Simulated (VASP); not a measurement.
Crystal: LaSc.

```
CELL_PARAMETERS angstrom
3.94804 0.00000 0.00000
0.00000 3.94804 0.00000
0.00000 0.00000 3.94804
ATOMIC_POSITIONS crystal
La 0.00000 0.00000 0.00000
Sc 0.50000 0.50000 0.50000
```

The cell was built by a generator and needn't be a form met in nature.

```yaml
Program: VASP 6.6.1
Task: relaxation of cell and atoms
Functional: revPBE
Dispersion: D2
Potentials_or_basis: VASP PAW PBE potentials, release 64 (La, Sc_sv)
Cutoff: 600 eV
k_mesh: 7 × 7 × 7
Occupations: fermi-dirac, width 0.05 eV
Spin: no spin polarisation
```

At the start: pressure -11.4 GPa; volume 30.77 Å³/atom.

**Question.** How do energy, volume and symmetry change on relaxing?

**Answer.** Over 4 steps the energy falls by 157.4 meV/atom and the volume is 26.71 Å³/atom (-13.2 %); space group Pm-3m (No. 221, to 0.05 Å).

Step by step:
```csv
step,energy change (eV),largest force (eV/Å),pressure (GPa),volume (Å³)
1,0.0000,0.0000,-11.40,61.54
2,0.2863,0.0000,23.11,44.02
3,-0.3143,0.0000,-0.54,53.72
4,-0.3148,0.0000,0.01,53.43
```

Final structure:
```
La Sc
1.0
     3.76638    0.00000    0.00000
     0.00000    3.76638    0.00000
     0.00000    0.00000    3.76638
La Sc
1 1
Direct
  0.00000 0.00000 0.00000
  0.50000 0.50000 0.50000
```

Caveat: atom-pairwise D2, TS and ULG terms overbind metals; the PAW data sets were made with another functional, which shifts forces and pressure a little; pairwise dispersion overbinds metals, which lowers pressure and volume.
